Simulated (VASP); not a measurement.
```
CELL_PARAMETERS angstrom
      1.34854    -2.33575     0.00000
      1.34854     2.33575     0.00000
      0.00000     0.00000     4.26675
ATOMIC_POSITIONS crystal
  Os 0.33333 0.66667 0.25000
  Os 0.66667 0.33333 0.75000
```

All values below come from LDA (Ceperley-Alder, Perdew-Zunger), VASP's LDA PAW potentials (set 64) (plane waves; VASP 6.6.1). Settings: 500 eV cut-off, 15×15×9 Γ-centred mesh, first-order Methfessel-Paxton smearing of 0.10 eV, potentials Os.

Problem. The ions, cell shape and volume at an external pressure of 20.0 GPa are relaxed. Predict the relaxed structure.

Solution. 
```
CELL_PARAMETERS angstrom
      1.33967    -2.32037     0.00000
      1.33967     2.32037     0.00000
      0.00000     0.00000     4.24183
ATOMIC_POSITIONS crystal
  Os 0.33333 0.66667 0.25000
  Os 0.66667 0.33333 0.75000
```
Space group P6_3/mmc (194), at a tolerance of 0.03 Å.

Problem. How do energy and volume change from the first to the last step?

Solution. The energy (σ→0) changes by +23.8 meV/atom and the volume by -1.9 %, in 7 ionic steps.

| step | E(σ→0) (eV) | max force (eV/Å) | pressure (GPa) | volume (Å³) |
|---|---|---|---|---|
| 1 | -25.2927 | 0.000 | 10.09 | 26.88 |
| 2 | -24.3838 | 0.000 | 92.72 | 23.77 |
| 3 | -25.2492 | 0.000 | 19.45 | 26.41 |
| 4 | -25.2464 | 0.000 | 19.92 | 26.38 |
| 5 | -25.2452 | 0.000 | 20.13 | 26.37 |
| 6 | -25.2448 | 0.000 | 20.15 | 26.37 |
| 7 | -25.2451 | 0.000 | 20.13 | 26.37 |

The compound is Os in the hcp structure. This run relaxes it under an external pressure of 20 GPa. Symmetry was kept, so distortions that lower it aren't found.
